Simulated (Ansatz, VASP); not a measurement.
# NbSi2 in two plane-wave programs

One calculation is typed for both programs; each brings its own data sets and cutoff. How far apart do they land? The cell is taken from a series of VASP runs on this material, whose earlier steps may have relaxed, scaled or displaced it; both programs get it as it stands.

Main program and level: Ansatz 0.2.0; plane waves, with VASP 6.6.1 beside it; relaxation of cell and atoms at PBE with D3(BJ).

## 1. Set-up

It takes space group P6_222 (No. 180, hexagonal). Conventional cell: a = 4.752 Å, b = 4.752 Å, c = 6.533 Å, α = 90.00°, β = 90.00°, γ = 120.00°. Nearest to Nb lie 10 Si at 2.59 to 2.81 Å. Nearest to Si lie 5 Si at 2.54 to 2.81 Å and 5 Nb at 2.59 to 2.81 Å. Farther neighbours are not listed.

## 2. Ansatz: relaxation of cell and atoms, PBE with D3(BJ)

Ansatz runs on its default PAW (the set named soft_2) files.

The relaxed volume is the usual yardstick between codes: its relative difference is about their pressure difference at one cell divided by the bulk modulus.

File input.yaml:

```yaml
crystal:
  lattice:
    - [4.751732146, 0.0, 0.0]
    - [-2.375866073, 4.1151207503, 0.0]
    - [0.0, 0.0, 6.5331610463]
  atoms:
    - { symbol: Nb, position: [0.0, 0.5, 0.1666666667] }
    - { symbol: Nb, position: [0.5, 0.5, 0.8333333333] }
    - { symbol: Nb, position: [0.5, 0.0, 0.5] }
    - { symbol: Si, position: [0.3182866522, 0.1591433261, 0.1666666667] }
    - { symbol: Si, position: [0.1591433261, 0.8408566739, 0.8333333333] }
    - { symbol: Si, position: [0.8408566739, 0.6817133478, 0.5] }
    - { symbol: Si, position: [0.6817133478, 0.8408566739, 0.1666666667] }
    - { symbol: Si, position: [0.8408566739, 0.1591433261, 0.8333333333] }
    - { symbol: Si, position: [0.1591433261, 0.3182866522, 0.5] }
hamiltonian:
  xc: pbe
  pseudopotentials: { kind: paw }
  dispersion: d3bj
kpoints:
  mp_grid: { grid: [5, 5, 3] }
scf:
  occupations: { method: fermi_dirac, width: 0.05 }
relax:
  f_tol: 0.01
  max_steps: 60
  cell: { stress_tol: 0.05 }
output:
  forces: true
  stress: true
```

The run is started by

```
$ ansatz run input.yaml --threads 4 --pin off --max-ram 9216MiB --backend cpu --events-out ev --progress --plain --runs-dir out
```

Numbers of over 12 decimals in the logs are rounded to 6 here.

Output:

```text
Engine: ansatz 0.2.0, x86_64-unknown-linux-gnu
Pseudopotentials: kind: paw
Pseudopotential: Nb, paw, valence charge 13, recommended cutoff 420 eV (normal), Nb.paw.azcp
Pseudopotential: Si, paw, valence charge 4, recommended cutoff 420 eV (normal), Si.paw.azcp
Functional definition: PBE
  parameter kappa = 0.804
  parameter beta = 0.066725
  exchange = pbe_x(kappa = kappa, mu = beta*pi^2/3)
  correlation = pbe_c(beta = beta)
Crystal: 9 atoms, lattice volume = 127.749 Å³
Basis set: ecut = 420 eV, 2499 PW (Γ), exchange–correlation on 64×64×90 points (8 copies of the dense FFT grid, shifted against one another)
Bands: 41, of which v1, the nominal top of the filled ones, is band 32 counted from 1 (31 counted from 0)
Symmetry: 12 space group operations
Space group: P6222 (ITA 180), of the structure as read, at distance tolerance 5.0e-5 Å
k-points: 10 of 75
Non-local potential: Nb, projectors of the file, l = 0: 3, l = 1: 2, l = 2: 2, l = 3: 1
Non-local potential: Si, projectors of the file, l = 0: 2, l = 1: 2, l = 2: 2
PAW form: soft (Blöchl's): semilocal exchange-correlation on the pseudo side does not see the compensation charge
PAW one-centre angular grid: Nb, 590 points (default); XC on 64 Gauss nodes
PAW one-centre angular grid: Si, 110 points (default); XC on 64 Gauss nodes
Initial density: superposition of atomic densities (neutral atoms: chi_scale 0, normalization atom), corrected by the library's trained network
Initial wavefunctions: pseudopotential atomic-orbital guess
Functional: x = pbe(κ = 0.804, μ = 0.219515), c = pbe(β = 0.066725)
SCF iter   1: F=—  HF=-17481.873897 eV  |F-HF|=—  |Δ(HF+E_count)|=         —  Δρ=4.43e-3  dr2=1.45e-2  ethr=1.77e-3  ⟨swp⟩=6.7  Hψ=1894  notcnv=0  defer=4
preconditioner: auto → Kerker (q_TF=auto, 2.425 Å⁻¹)  [metal: Δε(μ)=0.106 eV  Ē_g=7.087 eV  σ=0.050 eV  W_gap=0.47  n_scr=22 (ndim 8)  ℏωp=20.5 eV  f_vac=0.000  D(μ)=3.67/eV (n_scr^D=22)]
SCF iter   2: F=—  HF=-17481.874502 eV  |F-HF|=—  |Δ(HF+E_count)|=   6.05e-4  Δρ=2.53e-3  dr2=4.65e-3  ethr=2.29e-5  ⟨swp⟩=1.4  Hψ=495  notcnv=0  defer=9
SCF iter   3: F=—  HF=-17481.875025 eV  |F-HF|=—  |Δ(HF+E_count)|=   5.22e-4  Δρ=3.18e-4  dr2=1.51e-4  ethr=7.37e-6  ⟨swp⟩=2.8  Hψ=591  notcnv=0  defer=9
SCF iter   4: F=—  HF=-17481.875005 eV  |F-HF|=—  |Δ(HF+E_count)|=   2.00e-5  Δρ=9.33e-5  dr2=9.29e-6  ethr=2.40e-7  ⟨swp⟩=2.3  Hψ=558  notcnv=0  defer=9
SCF iter   5: F=—  HF=-17481.875022 eV  |F-HF|=—  |Δ(HF+E_count)|=   1.70e-5  Δρ=1.34e-5  dr2=1.90e-7  ethr=1.47e-8  ⟨swp⟩=2.0  Hψ=571  notcnv=0  defer=9
SCF iter   6: F=-17481.875022 eV  HF=-17481.875022 eV  |F-HF|=3.42e-10  |Δ(HF+E_count)|=   2.07e-9  Δρ=2.03e-6  dr2=3.20e-9  ethr=1.59e-10  ⟨swp⟩=4.0  Hψ=1276  notcnv=0
SCF 1 converged in 6 iterations: F = -17481.875022 eV  dr2 = 3.20e-9
  greatest PAW one-centre occupation: 0.998 electrons in one spin orbital (limit 2), on the Nb atom at site 2 (counted from 0), in its partial waves of l = 0
relax step   1: F+E_penalty+E_count = -17481.87502168 eV  Δ(F+E_penalty+E_count) = +0.000e0 eV  max|allowed force component| = 1.604e-3 eV/Å  Δτ_max = 0.0000 Å  P = +0.420 GPa  Ω = 127.749 Å³  (6 SCF iters, dr2 threshold 1.00e-7 eV, accepted)
[...]
relax step   2: F+E_penalty+E_count = -17481.87518715 eV  Δ(F+E_penalty+E_count) = -1.655e-4 eV  max|allowed force component| = 7.280e-3 eV/Å  Δτ_max = 0.0005 Å  P = -0.206 GPa  Ω = 128.173 Å³  energy of the carried Pulay correction = -9.165e-5 eV  (6 SCF iters, dr2 threshold 5.67e-7 eV, accepted)
[...]
relax step   3: F+E_penalty+E_count = -17481.87532813 eV  Δ(F+E_penalty+E_count) = -1.410e-4 eV  max|allowed force component| = 1.255e-3 eV/Å  Δτ_max = 0.0005 Å  P = +0.001 GPa  Ω = 128.028 Å³  energy of the carried Pulay correction = -6.010e-5 eV  (6 SCF iters, dr2 threshold 1.18e-7 eV, accepted)
[...]
relax step   4: F+E_penalty+E_count = -17481.87537197 eV  Δ(F+E_penalty+E_count) = -4.384e-5 eV  max|allowed force component| = 1.259e-3 eV/Å  Δτ_max = 0.0000 Å  P = +0.002 GPa  Ω = 128.028 Å³  stress off target by 8.47e-3 GPa  SCF on the basis re-selected at this cell (its energy is not comparable with the rows above)  (8 SCF iters)
basis re-selected at this cell: Δ(F+E_penalty+E_count) = -4.384e-5 eV, ΔP = +0.001 GPa vs the last step (what re-selecting the basis moved, of the pressure what is left beyond the Pulay correction that the steps carried, after the strain that the cell walked since its last selection, with what the two solves' SCF thresholds leave and, on support functions, any second-order correction that the steps lacked; it is no m [...]
SCF converged after 8 iterations
Free energy (F): -17481.875372 eV
Harris-Foulkes:  -17481.875372 eV  (|F-HF|=0.00e0)
Internal energy: -17481.843712 eV  (E = F + TS)
E sigma→0 (E₀):  -17481.859542 eV
Entropy (-TS):   -0.031660 eV (-3.518 meV/atom)
Fermi energy:    14.911166 eV
--- Per-component energies (eV) ---
  E_band       = -118.654887
  E_kinetic    = 1451.495343
  E_local      = -2753.378631  (includes V_loc(G=0)·N_el)
  E_nonlocal   = 509.895916
  E_hartree    = 973.955932
  E_xc         = -871.531098
  E_vxc        = -938.133730  (∫ρ·V_xc dr)
  E_paw        = -12296.111943  (= ΣΔE_a)
  E_vpaw       = -336.445706  (= ΣTr[D̂ρ^β])
  E_aug_tail   = 0.000057  (compensation charges beyond the density's cutoff)
  E_ewald      = -4490.904443
  E_disp       = -5.264845  (pairwise vdW)
  E_smearing   = -0.031660  (= −TS)
  E_closure    = 0.000000  (closes the sum)
  Σ components = -17481.875372   (vs F -17481.875372, Δ=0.00e0)
--- Forces (eV/Å), atoms counted from 1 ---
  atom   1  Nb    -0.00000000    -0.00000000     0.00000000
  atom   2  Nb    -0.00000000     0.00000000    -0.00000000
  atom   3  Nb     0.00000000    -0.00000000    -0.00000000
  atom   4  Si     0.00109041     0.00062955     0.00000000
  atom   5  Si     0.00109041    -0.00062955    -0.00000000
  atom   6  Si    -0.00000000    -0.00125909    -0.00000000
  atom   7  Si    -0.00109041    -0.00062955     0.00000000
  atom   8  Si    -0.00109041     0.00062955    -0.00000000
  atom   9  Si    -0.00000000     0.00125909    -0.00000000
  max |Σ_I F_I| component: 2.09e-16 eV/Å
--- Stress (GPa, compression-positive) ---
       -0.001310       0.000000       0.000000
        0.000000      -0.001310       0.000000
        0.000000       0.000000       0.008468
  P = ⅓ Tr σ = 0.0019 GPa (0.019 kbar)
--- Relaxed structure (3 steps of the walk, 3 accepted, 1 SCFs on fresh bases) ---
  F+E_penalty+E_count = -17481.87537197 eV   max|allowed force component| = 1.259e-3 eV/Å   (the final SCF, on the basis selected at the relaxed cell)
  cell:  # Å, volume = 128.0284 Å³
    - [4.755212, 0.0, 0]
    - [-2.377606, 4.118134, 0]
    - [0, 0, 6.537868]
  atoms:
    - { symbol: Nb, position: [-5.551115123125783e-17, 0.5, 0.166667] }
    - { symbol: Nb, position: [0.5, 0.5, 0.833333] }
    - { symbol: Nb, position: [0.500000, 0, 0.5] }
    - { symbol: Si, position: [0.318286, 0.159143, 0.166667] }
    - { symbol: Si, position: [0.159143, 0.840857, 0.833333] }
    - { symbol: Si, position: [0.840857, 0.681714, 0.5] }
    - { symbol: Si, position: [0.681714, 0.840857, 0.166667] }
    - { symbol: Si, position: [0.840857, 0.159143, 0.833333] }
    - { symbol: Si, position: [0.159143, 0.318286, 0.5] }
```

Wall time 3.5 s (4 threads of Intel Xeon 6975P-C (Granite Rapids), shared host); peak memory 0.48 GiB; 10 s of CPU time.

## 3. VASP: relaxation of cell and atoms, PBE with D3(BJ)

The same cell, functional, mesh and smearing now go to VASP, with its own data sets and cutoff.

Lines of VASP's logs that name or quote its potential files are left out, and so is its time.

File INCAR:

```
SYSTEM = NbSi2
PREC = Accurate
ENCUT = 400
EDIFF = 1E-06
NELM = 100
ISMEAR = -1
SIGMA = 0.05
LREAL = .FALSE.
ALGO = Normal
GGA = PE
IVDW = 12
NBANDS = 40
LORBIT = 11
LWAVE = .FALSE.
LCHARG = .FALSE.
KPAR = 4
IBRION = 2
NSW = 60
ISIF = 3
EDIFFG = -0.01
```

File POSCAR:

```
NbSi2
1.0
    4.7517321460      0.0000000000      0.0000000000
   -2.3758660730      4.1151207503      0.0000000000
    0.0000000000      0.0000000000      6.5331610463
Nb Si
3 6
Direct
    0.0000000000      0.5000000000      0.1666666667
    0.5000000000      0.5000000000      0.8333333333
    0.5000000000      0.0000000000      0.5000000000
    0.3182866522      0.1591433261      0.1666666667
    0.1591433261      0.8408566739      0.8333333333
    0.8408566739      0.6817133478      0.5000000000
    0.6817133478      0.8408566739      0.1666666667
    0.8408566739      0.1591433261      0.8333333333
    0.1591433261      0.3182866522      0.5000000000
```

File KPOINTS:

```
Automatic mesh
0
Gamma
5 5 3
0 0 0
```

Potentials, in the order of the species: Nb_sv and Si (PBE family, release 64).

The run is started by

```
$ mpirun -np 4 vasp_std
```

Output:

```text
[banner, memory and clock lines left out]
running    4 mpi-ranks, on    1 nodes
 distrk:  each k-point on    1 cores,    4 groups
 distr:  one band on    1 cores,    1 groups

 POSCAR found type information on POSCAR NbSi
 POSCAR found :  2 types and       9 ions
 LDA part: xc-table for (Slater+PW92), standard interpolation
 POSCAR, INCAR and KPOINTS ok, starting setup
 FFT: planning ... GRIDC
 FFT: planning ... GRID_SOFT
 FFT: planning ... GRID
 WAVECAR not read
 entering main loop
       N       E                     dE             d eps       ncg     rms          rms(c)
DAV:   1     0.451966337428E+03    0.45197E+03   -0.27554E+04   800   0.124E+03
DAV:   2    -0.299407908716E+02   -0.48191E+03   -0.46575E+03   984   0.446E+02
DAV:   3    -0.677162808865E+02   -0.37775E+02   -0.37076E+02  1384   0.916E+01
DAV:   4    -0.703770958663E+02   -0.26608E+01   -0.26457E+01  1280   0.218E+01
DAV:   5    -0.704813980162E+02   -0.10430E+00   -0.10411E+00  1264   0.486E+00    0.179E+01
DAV:   6    -0.682029421278E+02    0.22785E+01   -0.12548E+01  1176   0.180E+01    0.658E+00
DAV:   7    -0.681108765552E+02    0.92066E-01   -0.12364E+00  1200   0.441E+00    0.385E+00
DAV:   8    -0.680843015955E+02    0.26575E-01   -0.14231E-01  1240   0.212E+00    0.729E-01
DAV:   9    -0.680845521133E+02   -0.25052E-03   -0.23143E-02  1328   0.714E-01    0.479E-01
DAV:  10    -0.680846212560E+02   -0.69143E-04   -0.39314E-03  1064   0.446E-01    0.673E-02
DAV:  11    -0.680845686695E+02    0.52586E-04   -0.39632E-04  1272   0.103E-01    0.265E-02
DAV:  12    -0.680845659060E+02    0.27634E-05   -0.35652E-05  1184   0.448E-02    0.713E-03
DAV:  13    -0.680845645188E+02    0.13872E-05   -0.29928E-06   832   0.912E-03    0.300E-03
DAV:  14    -0.680845642136E+02    0.30521E-06   -0.48586E-07   640   0.464E-03
   1 F= -.73359905E+02 E0= -.73344050E+02  d E =-.733599E+02
 curvature:   0.00 expect dE= 0.000E+00 dE for cont linesearch  0.000E+00
 trial: gam= 0.00000 g(F)=  0.481E-06 g(S)=  0.533E-04 ort = 0.000E+00 (trialstep = 0.100E+01)
 search vector abs. value=  0.538E-04
 reached required accuracy - stopping structural energy minimisation
```

Parts of OUTCAR (step 3):

```text
ion  position               nearest neighbor table
   1  0.000  0.500  0.167-   6 2.59   9 2.59   8 2.59   5 2.59   4 2.71   7 2.71   7 2.71   4 2.71
                             7 2.81   4 2.81
   2  0.500  0.500  0.833-   6 2.59   9 2.59   7 2.59   4 2.59   8 2.71   5 2.71   5 2.71   8 2.71
                             8 2.81   5 2.81
   3  0.500  0.000  0.500-   4 2.59   5 2.59   7 2.59   8 2.59   9 2.71   6 2.71   9 2.71   6 2.71
                             9 2.81   6 2.81
   4  0.318  0.159  0.167-   9 2.54   5 2.54   3 2.59   2 2.59   7 2.62   1 2.71   1 2.71   1 2.81
                             7 2.81   7 2.81   6 3.14   8 3.14
   5  0.159  0.841  0.833-   6 2.54   4 2.54   3 2.59   1 2.59   8 2.62   2 2.71   2 2.71   2 2.81
                             8 2.81   8 2.81   9 3.14   7 3.14
   6  0.841  0.682  0.500-   5 2.54   7 2.54   1 2.59   2 2.59   9 2.62   3 2.71   3 2.71   3 2.81
                             9 2.81   9 2.81   8 3.14   4 3.14
   7  0.682  0.841  0.167-   6 2.54   8 2.54   3 2.59   2 2.59   4 2.62   1 2.71   1 2.71   1 2.81
                             4 2.81   4 2.81   9 3.14   5 3.14
   8  0.841  0.159  0.833-   9 2.54   7 2.54   3 2.59   1 2.59   5 2.62   2 2.71   2 2.71   2 2.81
                             5 2.81   5 2.81   6 3.14   4 3.14
   9  0.159  0.318  0.500-   4 2.54   8 2.54   1 2.59   2 2.59   6 2.62   3 2.71   3 2.71   3 2.81
                             6 2.81   6 2.81   7 3.14   5 3.14

  LATTYP: Found a hexagonal cell.
 ALAT       =     4.7517321460
 C/A-ratio  =     1.3749009510

 Subroutine GETGRP returns: Found 12 space group operations
 (whereof  4 operations were pure point group operations)

The static configuration has the point symmetry D_2 .
 The point group associated with its full space group is D_6 .

 Found     10 irreducible k-points:

   k-points           NKPTS =     10   k-points in BZ     NKDIM =     10   number of bands    NBANDS=     40

   dimension x,y,z NGX =    32 NGY =   32 NGZ =   48
   dimension x,y,z NGXF=    64 NGYF=   64 NGZF=   96

   ENCUT  =  400.0 eV  29.40 Ry    5.42 a.u.   7.75  7.75 10.65*2*pi/ulx,y,z

   NELECT =      63.0000    total number of electrons

 k-points in reciprocal lattice and weights: Automatic mesh
   0.00000000  0.00000000  0.00000000       0.013
   0.20000000  0.00000000  0.00000000       0.080
   0.40000000  0.00000000  0.00000000       0.080
   0.20000000  0.20000000  0.00000000       0.080
   0.40000000  0.20000000  0.00000000       0.080
   0.00000000  0.00000000  0.33333333       0.027
   0.20000000  0.00000000  0.33333333       0.160
   0.40000000  0.00000000  0.33333333       0.160
   0.20000000  0.20000000  0.33333333       0.160
   0.40000000  0.20000000  0.33333333       0.160

 average (electrostatic) potential at core
       1 -76.4706       2 -76.4706       3 -76.4706       4 -77.6419       5 -77.6419
       6 -77.6419       7 -77.6419       8 -77.6419       9 -77.6419

 E-fermi :  11.7927

 k-point     1 :       0.0000    0.0000    0.0000
  band No.  band energies     occupation
    ...
     28       9.5682      2.00000
     29       9.6536      2.00000
     30       9.8255      2.00000
     31       9.8255      2.00000
     32      10.7932      2.00000
     33      12.6012      0.00000
     34      15.1199      0.00000
     35      15.2725      0.00000
     36      15.2823      0.00000
     37      15.2851      0.00000
    ...

 k-point     2 :       0.2000    0.0000    0.0000
  band No.  band energies     occupation
    ...
     28       9.7761      2.00000
     29       9.9627      2.00000
     30       9.9936      2.00000
     31      10.3001      2.00000
     32      10.5332      2.00000
     33      12.3438      0.00003
     34      13.9084      0.00000
     35      14.1556      0.00000
     36      14.6422      0.00000
     37      14.7820      0.00000
    ...

 k-point     3 :       0.4000    0.0000    0.0000
  band No.  band energies     occupation
    ...
     28       9.9176      2.00000
     29      10.5982      2.00000
     30      10.9626      2.00000
     31      11.5062      1.99353
     32      11.5939      1.96315
     33      11.9595      0.06864
     34      13.2148      0.00000
     35      13.7316      0.00000
     36      13.8410      0.00000
     37      14.1260      0.00000
    ...

 Edisp (eV)   -5.27534

  Total      -0.06801    -0.06801    -0.02620    -0.00000     0.00000     0.00000
  in kB      -0.85300    -0.85300    -0.32861    -0.00000     0.00000     0.00000
  external pressure =       -0.68 kB  Pullay stress =        0.00 kB

  energy-cutoff  :      400.00
  volume of cell :      127.75
      direct lattice vectors                 reciprocal lattice vectors
     4.751732146  0.000000000  0.000000000     0.210449573  0.121503117  0.000000000
    -2.375866073  4.115120750  0.000000000     0.000000000  0.243006235  0.000000000
     0.000000000  0.000000000  6.533161046     0.000000000  0.000000000  0.153065261

 POSITION                                       TOTAL-FORCE (eV/Angst)
 -----------------------------------------------------------------------------------
     -1.18793      2.05756      1.08886         0.000000     -0.000000     -0.000000
      1.18793      2.05756      5.44430         0.000000     -0.000000      0.000000
      2.37587      0.00000      3.26658         0.000000     -0.000000      0.000000
      1.13431      0.65489      1.08886         0.001116      0.000644      0.000000
     -1.24156      3.46023      5.44430         0.001116     -0.000644      0.000000
      2.37587      2.80533      3.26658         0.000000     -0.001289      0.000000
      1.24156      3.46023      1.08886        -0.001116     -0.000644      0.000000
      3.61742      0.65489      5.44430        -0.001116      0.000644      0.000000
      0.00000      1.30979      3.26658         0.000000      0.001289      0.000000
 -----------------------------------------------------------------------------------
    total drift:                                0.000000     -0.000000     -0.000001

  FREE ENERGIE OF THE ION-ELECTRON SYSTEM (eV)
  ---------------------------------------------------
  free  energy   TOTEN  =       -73.3599052483 eV

  energy  without entropy=      -73.3281940515  energy(sigma->0) =      -73.34404965

 reached required accuracy - stopping structural energy minimisation

 total charge
# of ion       s       p       d       tot
------------------------------------------
    1        2.157   6.039   2.626  10.823
    2        2.157   6.039   2.626  10.823
    3        2.157   6.039   2.626  10.823
    4        0.758   0.886   0.000   1.644
    5        0.758   0.886   0.000   1.644
    6        0.758   0.886   0.000   1.644
    7        0.758   0.886   0.000   1.644
    8        0.758   0.886   0.000   1.644
    9        0.758   0.886   0.000   1.644
--------------------------------------------------
tot         11.018  23.435   7.879  42.332

[... 3 further parts left out ...]
```

## 4. Side by side

Known differences besides the potentials themselves: both relaxations stop at a tolerance, which leaves soft axes loose, and VASP keeps its plane-wave basis; the cutoff is 420 eV in Ansatz and 400 eV in VASP; VASP leaves aspherical gradient terms in its spheres out (LASPH is not set), Ansatz keeps them; Ansatz adds a Pulay correction to the stress that steers its cell, VASP none. Total energies have different zeros and are not compared.

Both answers:

```
                                         quantity  Ansatz    VASP  difference
                                      volume (Å³)  128.03  127.75     +0.22 %
edge a after relaxation, in the typed setting (Å)   4.755   4.752     +0.07 %
edge c after relaxation, in the typed setting (Å)   6.538   6.533     +0.07 %
```

The walks stopped with 0.00 GPa left in Ansatz and -0.07 GPa in VASP; each walk ends within a tolerance, so the volume difference is uncertain by about these residues over the bulk modulus, most in soft cells.

## 5. Outcome

```
difference in volume (relaxation of cell and atoms, PBE with D3(BJ)) : 0.22 %
```

In words: The difference in volume is 0.22 % (relaxation of cell and atoms, PBE with D3(BJ)), within the 1.2 % picked in this series as the mark of a large difference, as far as the stopping tolerances let one tell. Such differences can come from data sets, numerical settings and the points named under the comparisons, not from the functional's error against experiment.

[Lines on the potential files, build, host, timing and source positions are cut from VASP's logs without a mark.]

[Logs are printed without paths, hosts, clocks, repeated set-up lines and the standing remarks that a program may print on its own settings, such as how far it seeks lower states.]

[Hosts, paths, dates, database ids (printed as entryN), source tags and the programs' standing remarks are cut or masked in the printed files.]
